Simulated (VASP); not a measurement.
**PbSe: relaxation of cell and atoms with PBE**

Crystal: PbSe.

```
CELL_PARAMETERS angstrom
0.00000 3.10905 3.10905
3.10905 0.00000 3.10905
3.10905 3.10905 0.00000
ATOMIC_POSITIONS crystal
Pb 0.00000 0.00000 0.00000
Se 0.50000 0.50000 0.50000
```

```yaml
Program: VASP 6.6.1
Task: relaxation of cell and atoms
Functional: PBE
Potentials_or_basis: VASP PAW PBE potentials, release 64 (Pb_d, Se)
Cutoff: 600 eV
k_mesh: 10 × 10 × 10
Occupations: gaussian, width 0.03 eV
Spin: no spin polarisation
Further_INCAR_settings: ALGO = Normal; EDIFF = 1e-07; IBRION = 2; EDIFFG = -0.005; NSW = 90; ISIF = 3
```

The pressure after relaxing is 0.0 GPa and the band gap on the k mesh is 0.44 eV, direct.

Final structure:
```xyz
2
Lattice="0.0000 3.1090 3.1090 3.1090 0.0000 3.1090 3.1090 3.1090 0.0000" Properties=species:S:1:pos:R:3 pbc="T T T"
Pb    0.0000    0.0000    0.0000
Se    3.1090    3.1090    3.1090
```

Levels at points of the mesh, in eV from the valence-band top:
```
           k point  band 6  band 7  band 8  band 9  band 10  band 11  band 12  band 13  band 14
(0.00, 0.00, 0.00)  -13.17   -6.34   -1.63   -1.63    -1.63     4.64     4.64     4.64     6.65
(0.50, 0.00, 0.00)  -12.21   -8.52   -1.26   -1.26     0.00     0.44     1.83     1.83     8.53
(0.50, 0.50, 0.00)  -11.91   -7.28   -4.56   -2.91    -2.91     3.93     5.47     5.47     5.88
```

Run time: 20 s on 1 thread of Intel(R) Xeon(R) 6975P-C (Granite Rapids) (shared host), peak memory 0.23 GiB.

Caveat: the relaxation stopped at its first step, so nothing moved; spin-orbit coupling is left out, which as a rule narrows the gap of such compounds by several tenths of an eV. A k mesh can miss the band edges.
